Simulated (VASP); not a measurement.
Input:

```
ZnSe
1.0
    4.05650     0.00000     0.00000
   -2.02825     3.51303     0.00000
    0.00000     0.00000    15.41275
Zn Se
1 1
Direct
  0.66667   0.33333   0.50000
  0.33333   0.66667   0.50000
```

Level of theory: r2SCAN meta-GGA, VASP's PBE PAW potentials (set 64) (plane waves; VASP 6.6.1). Run with 400 eV cut-off, 8×8×1 Γ-centred mesh, tetrahedra with Blöchl corrections, potentials Zn Se.

The cell holds a wide vacuum, so values per volume refer to the whole cell.

### Question
Give the energies of bands 2 to 12 at the high-symmetry points, in eV from the valence-band maximum.

### Answer

| band | Γ | M | K |
|---|---|---|---|
| 2 | -6.53 | -6.31 | -6.34 |
| 3 | -6.53 | -6.23 | -6.17 |
| 4 | -6.02 | -6.13 | -6.13 |
| 5 | -6.02 | -6.03 | -6.05 |
| 6 | -5.92 | -5.86 | -5.72 |
| 7 | -1.49 | -4.32 | -4.10 |
| 8 | 0.00 | -1.49 | -2.95 |
| 9 | 0.00 | -0.20 | -0.01 |
| 10 | 2.46 | 4.08 | 4.97 |
| 11 | 5.86 | 4.85 | 6.92 |
| 12 | 6.30 | 8.56 | 7.75 |

The gap is direct, 2.46 eV, from the valence maximum at Γ to the conduction minimum at Γ.

The cell is a sheet with vacuum, built from a generated structure.
